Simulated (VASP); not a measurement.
Data:

```
InSb
1.0
    0.00000     3.24000     3.24000
    3.24000     0.00000     3.24000
    3.24000     3.24000     0.00000
In Sb
1 1
Direct
  0.00000   0.00000   0.00000
  0.25000   0.25000   0.25000
```
Cell charge +0.02.

Computed with PBE GGA, VASP's PBE PAW potentials (set 64) (plane waves; VASP). Settings: NELECT = 17.98, 400 eV cut-off, 6×6×6 Γ-centred mesh, Gaussian smearing of 0.050 eV, potentials In_d Sb.

The cell is charged, with a uniform compensating background.

Task: Give the stress tensor in GPa (positive for a compressed cell).

Result: 
```
2.62  0.00  0.00
0.00  2.62  0.00
0.00  0.00  2.62
```
The pressure is its mean diagonal, 2.62 GPa.

The compound is InSb in the zinc blende structure. The cell was not relaxed at this level. The run is one of a series of settings (NELECT = 17.98 against the base run), some of them coarse on purpose.
